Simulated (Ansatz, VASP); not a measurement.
# Cross-check of SrAl8 (Sr/Al(100)) between VASP and Ansatz, part 2 of 2

Wanted: the spread between two codes on one cell, functional and k mesh.  The structure shown is the end of the Ansatz relaxation below.

VASP 6.6.1 and Ansatz 0.2.0.

So far: The starting structure; Ansatz: relaxation, r2SCAN.

## (3) VASP: single point, r2SCAN

Level of this step: r2SCAN; plane waves and PAW (Al, Sr_sv) (VASP).

The same cell, functional, mesh and smearing now go to VASP, with its own data sets and cutoff.

Lines of VASP's logs that name or quote its potential files are left out, and so is its time.

INCAR

```
SYSTEM = SrAl8
PREC = Accurate
ENCUT = 400
EDIFF = 1E-06
NELM = 100
ISMEAR = -1
SIGMA = 0.1
LREAL = .FALSE.
ALGO = Normal
METAGGA = R2SCAN
LASPH = .TRUE.
NBANDS = 52
LORBIT = 11
LWAVE = .FALSE.
LCHARG = .FALSE.
KPAR = 2
NCORE = 4
ISIF = 0
LDIPOL = .TRUE.
IDIPOL = 3
DIPOL = 0.5 0.5 0.473
LVHAR = .TRUE.
```

POSCAR

```
SrAl8
1.0
    5.7275649276      0.0000000000      0.0000000000
    0.0000000000      5.7275649276      0.0000000000
    0.0000000000      0.0000000000     26.7442541954
Al Sr
16 2
Direct
    0.2500000000      0.2500000000      0.3365208816
    0.0000000000      0.0000000000      0.4122380800
    0.2500000000      0.2500000000      0.4902539287
    0.0000000000      0.0000000000      0.5655561097
    0.2500000000      0.7500000000      0.3365208816
    0.0000000000      0.5000000000      0.4122380800
    0.2500000000      0.7500000000      0.4899523054
    0.0000000000      0.5000000000      0.5655561097
    0.7500000000      0.2500000000      0.3365208816
    0.5000000000      0.0000000000      0.4122380800
    0.7500000000      0.2500000000      0.4899523054
    0.5000000000      0.0000000000      0.5655561097
    0.7500000000      0.7500000000      0.3365208816
    0.5000000000      0.5000000000      0.4122380800
    0.7500000000      0.7500000000      0.4902539287
    0.5000000000      0.5000000000      0.5655561097
    0.2500000000      0.2500000000      0.6662414361
    0.7500000000      0.7500000000      0.6662414361
```

KPOINTS

```
Automatic mesh
0
Gamma
5 5 1
0 0 0
```

PAW data sets: Al and Sr_sv (PBE family, release 64).

Launch:

```
$ mpirun -np 8 vasp_std
```

Numbers of over 12 decimals in the logs are rounded to 6 here.

The program printed:

```text
[banner, memory and clock lines left out]
running    8 mpi-ranks, on    1 nodes
 distrk:  each k-point on    4 cores,    2 groups
 distr:  one band on    4 cores,    1 groups

 POSCAR found type information on POSCAR AlSr
 POSCAR found :  2 types and      18 ions
|                                                                             |
|               ----> ADVICE to this user running VASP <----                  |
|                                                                             |
|     You have a (more or less) 'large supercell' and for larger cells it     |
|     might be more efficient to use real-space projection operators.         |
|     Therefore, try LREAL= Auto in the INCAR file.                           |
|     Mind: For very accurate calculation, you might also keep the            |
|     reciprocal projection scheme (i.e. LREAL=.FALSE.).                      |
|                                                                             |

|                                                                             |
|               ----> ADVICE to this user running VASP <----                  |
|                                                                             |
|     You enforced a specific xc type in the INCAR file but a different       |
|     [... a line on the potential file left out ...]
|     I HOPE YOU KNOW WHAT YOU ARE DOING!                                     |
|                                                                             |

 LDA part: xc-table for (None), standard interpolation
 POSCAR, INCAR and KPOINTS ok, starting setup
 FFT: planning ... GRIDC
 FFT: planning ... GRID_SOFT
 FFT: planning ... GRID
 WAVECAR not read
 entering main loop
       N       E                     dE             d eps       ncg     rms          rms(c)
DAV:   1     0.185710387645E+03    0.18571E+03   -0.21053E+04   656   0.797E+02
DAV:   2    -0.121724251368E+03   -0.30743E+03   -0.29341E+03   780   0.178E+02
DAV:   3    -0.146274814535E+03   -0.24551E+02   -0.24106E+02   868   0.430E+01
DAV:   4    -0.149167435205E+03   -0.28926E+01   -0.28279E+01  1176   0.112E+01
DAV:   5    -0.149291882981E+03   -0.12445E+00   -0.12432E+00   992   0.233E+00    0.170E+01
DAV:   6    -0.138256464237E+03    0.11035E+02   -0.26214E+01   832   0.112E+01    0.221E+01
DAV:   7    -0.134878199033E+03    0.33783E+01   -0.13642E+01   800   0.105E+01    0.985E+00
DAV:   8    -0.149116280221E+03   -0.14238E+02   -0.44017E+01   820   0.176E+01    0.255E+01
DAV:   9    -0.134836784660E+03    0.14279E+02   -0.32018E+01   868   0.140E+01    0.427E+00
DAV:  10    -0.134967941063E+03   -0.13116E+00   -0.42158E+00   812   0.500E+00    0.408E+00
DAV:  11    -0.134811981421E+03    0.15596E+00   -0.42950E-01   864   0.192E+00    0.242E+00
DAV:  12    -0.134751638307E+03    0.60343E-01   -0.20834E-01   856   0.890E-01    0.126E+00
DAV:  13    -0.134756200147E+03   -0.45618E-02   -0.27715E-02   808   0.639E-01    0.916E-01
DAV:  14    -0.134752845524E+03    0.33546E-02   -0.62349E-02   792   0.628E-01    0.316E-01
[...]
DAV:  31    -0.134756683893E+03   -0.23641E-04   -0.48271E-06   604   0.714E-03    0.101E-02
DAV:  32    -0.134756694961E+03   -0.11068E-04   -0.22406E-06   568   0.436E-03    0.612E-03
DAV:  33    -0.134756703848E+03   -0.88869E-05   -0.11502E-06   556   0.334E-03    0.691E-03
DAV:  34    -0.134756708021E+03   -0.41736E-05   -0.56918E-07   496   0.239E-03    0.290E-03
DAV:  35    -0.134756711600E+03   -0.35791E-05   -0.33367E-07   500   0.212E-03    0.155E-03
DAV:  36    -0.134756713699E+03   -0.20986E-05   -0.13479E-07   452   0.144E-03    0.805E-04
DAV:  37    -0.134756714699E+03   -0.10004E-05   -0.78680E-08   444   0.985E-04    0.120E-03
DAV:  38    -0.134756714711E+03   -0.11722E-07   -0.29974E-08   400   0.702E-04
   1 F= -.13475671E+03 E0= -.13462738E+03  d E =-.258674E+00
```

Parts of OUTCAR (step 3):

```text
ion  position               nearest neighbor table
   1  0.250  0.250  0.337-   5 2.86   9 2.86   5 2.86   9 2.86  10 2.86  14 2.86   6 2.86   2 2.86

  LATTYP: Found a simple tetragonal cell.
 ALAT       =     5.7275649276
 C/A-ratio  =     4.6693934566

 Subroutine GETGRP returns: Found  8 space group operations
 (whereof  4 operations were pure point group operations)

The static configuration has the point symmetry C_2v.
 The point group associated with its full space group is C_4v.

 Found      6 irreducible k-points:

   k-points           NKPTS =      6   k-points in BZ     NKDIM =      6   number of bands    NBANDS=     52

   dimension x,y,z NGX =    40 NGY =   40 NGZ =  180
   dimension x,y,z NGXF=    80 NGYF=   80 NGZF=  360

   ENCUT  =  400.0 eV  29.40 Ry    5.42 a.u.   9.34  9.34 43.61*2*pi/ulx,y,z

   NELECT =      68.0000    total number of electrons

 k-points in reciprocal lattice and weights: Automatic mesh
   0.00000000  0.00000000  0.00000000       0.040
   0.20000000  0.00000000  0.00000000       0.160
   0.40000000  0.00000000  0.00000000       0.160
   0.20000000  0.20000000  0.00000000       0.160
   0.40000000  0.20000000  0.00000000       0.320
   0.40000000  0.40000000  0.00000000       0.160

 dipolmoment           0.000000      0.000000     -0.240969 electrons x Angstroem

 average (electrostatic) potential at core
       1 -83.0786       2 -83.2193       3 -83.2521       4 -82.8720       5 -83.0898
       6 -83.2193       7 -83.2107       8 -82.8720       9 -83.0898      10 -83.2193
      11 -83.2107      12 -82.8720      13 -83.0786      14 -83.2193      15 -83.2521
      16 -82.8720      17 -46.6219      18 -46.6219

 E-fermi :   0.4526

 k-point     1 :       0.0000    0.0000    0.0000
  band No.  band energies     occupation
    ...
     32      -0.6542      1.99997
     33      -0.1668      1.99592
     34      -0.1668      1.99592
     35       0.0123      1.97581
     36       0.2028      1.84799
     37       0.6417      0.26227
     38       0.6968      0.15994
     39       1.1565      0.00175
     40       1.1565      0.00175
     41       1.1754      0.00145
    ...

 k-point     2 :       0.2000    0.0000    0.0000
  band No.  band energies     occupation
    ...
     31      -0.5116      1.99987
     32      -0.0073      1.98006
     33       0.0482      1.96554
     34       0.2282      1.80826
     35       0.2502      1.76662
     36       0.5700      0.47232
     37       0.7054      0.14782
     38       0.7337      0.11346
     39       1.0996      0.00309
     40       1.3739      0.00020
    ...

 k-point     3 :       0.4000    0.0000    0.0000
  band No.  band energies     occupation
    ...
     30      -0.9174      2.00000
     31      -0.6859      1.99998
     32      -0.3204      1.99912
     33      -0.0461      1.98643
     34       0.4521      1.00225
     35       0.6904      0.16972
     36       0.8548      0.03519
     37       0.9124      0.01993
     38       1.0971      0.00317
     39       1.5091      0.00005
    ...

  energy-cutoff  :      400.00
  volume of cell :      877.35
      direct lattice vectors                 reciprocal lattice vectors
     5.727564928  0.000000000  0.000000000     0.174594267  0.000000000  0.000000000
     0.000000000  5.727564928  0.000000000     0.000000000  0.174594267  0.000000000
     0.000000000  0.000000000 26.744254195     0.000000000  0.000000000  0.037391209

 POSITION                                       TOTAL-FORCE (eV/Angst)
 -----------------------------------------------------------------------------------
      1.43189      1.43189      9.00000        -0.000000     -0.000000      0.036486
      0.00000      0.00000     11.02500        -0.000000     -0.000000     -0.013617
      1.43189      1.43189     13.11148        -0.000000     -0.000000     -0.002466
      0.00000      0.00000     15.12538        -0.000000      0.000000     -0.012915
      1.43189      4.29567      9.00000        -0.000000      0.000000      0.011401
      0.00000      2.86378     11.02500        -0.000000     -0.000000     -0.013617
      1.43189      4.29567     13.10341         0.000000      0.000000      0.007081
      0.00000      2.86378     15.12538         0.000000     -0.000000     -0.012915
      4.29567      1.43189      9.00000        -0.000000      0.000000      0.011401
      2.86378      0.00000     11.02500        -0.000000     -0.000000     -0.013617
      4.29567      1.43189     13.10341        -0.000000      0.000000      0.007081
      2.86378      0.00000     15.12538         0.000000     -0.000000     -0.012915
      4.29567      4.29567      9.00000        -0.000000     -0.000000      0.036486
      2.86378      2.86378     11.02500         0.000000     -0.000000     -0.013617
      4.29567      4.29567     13.11148        -0.000000     -0.000000     -0.002466
      2.86378      2.86378     15.12538         0.000000      0.000000     -0.012915
      1.43189      1.43189     17.81813        -0.000000     -0.000000      0.000564
      4.29567      4.29567     17.81813        -0.000000     -0.000000      0.000564
 -----------------------------------------------------------------------------------
    total drift:                               -0.000000      0.000000      0.002115

  FREE ENERGIE OF THE ION-ELECTRON SYSTEM (eV)
  ---------------------------------------------------
  free  energy   TOTEN  =      -134.7567147111 eV

  energy  without entropy=     -134.4980402459  energy(sigma->0) =     -134.62737748

 vacuum level on the upper side and lower side of the slab         3.521         4.851

 total charge
# of ion       s       p       d       tot
------------------------------------------
    1        0.462   0.310   0.000   0.772
    2        0.422   0.344   0.000   0.766
    3        0.421   0.344   0.000   0.765
    4        0.450   0.342   0.000   0.792
    5        0.460   0.311   0.000   0.772
    6        0.422   0.344   0.000   0.766
    7        0.415   0.353   0.000   0.767
    8        0.450   0.342   0.000   0.792
    9        0.460   0.311   0.000   0.772
   10        0.422   0.344   0.000   0.766
   11        0.415   0.353   0.000   0.767
   12        0.450   0.342   0.000   0.792
   13        0.462   0.310   0.000   0.772
   14        0.422   0.344   0.000   0.766
   15        0.421   0.344   0.000   0.765
   16        0.450   0.342   0.000   0.792
   17        2.043   5.814   0.169   8.027
   18        2.043   5.814   0.169   8.027
--------------------------------------------------
tot         11.092  17.010   0.338  28.440

[... 3 further parts left out ...]
```

## (4) Differences

Known differences besides the PAW data sets themselves: VASP keeps PBE cores, Ansatz makes them for the functional; the cutoff is 500 eV in Ansatz and 400 eV in VASP. Total energies have different zeros and are not compared.

Compared:

```tsv
quantity	Ansatz	VASP	difference
work function, lower of the two faces (eV)	3.07	3.07	0.00
work function, higher of the two faces (eV)	4.39	4.40	-0.01
```

At this near-relaxed geometry the largest component of a force difference is 14 meV/Å.

## (5) Outcome

```yaml
difference_in_work_function_higher_of_the_two_faces_single_point_r2scan: -0.0076 eV
```

What this shows: The difference in work function, higher of the two faces is -0.0076 eV (single point, r2SCAN). How closely two codes agree says nothing of how well the functional describes the real material.

[Lines on the potential files, build, host, timing and source positions are cut from VASP's logs without a mark.]

[Logs are printed without paths, hosts, clocks, repeated set-up lines and the standing remarks that a program may print on its own settings, such as how far it seeks lower states.]

[Hosts, paths, dates, database ids (printed as entryN), source tags and the programs' standing remarks are cut or masked in the printed files.]
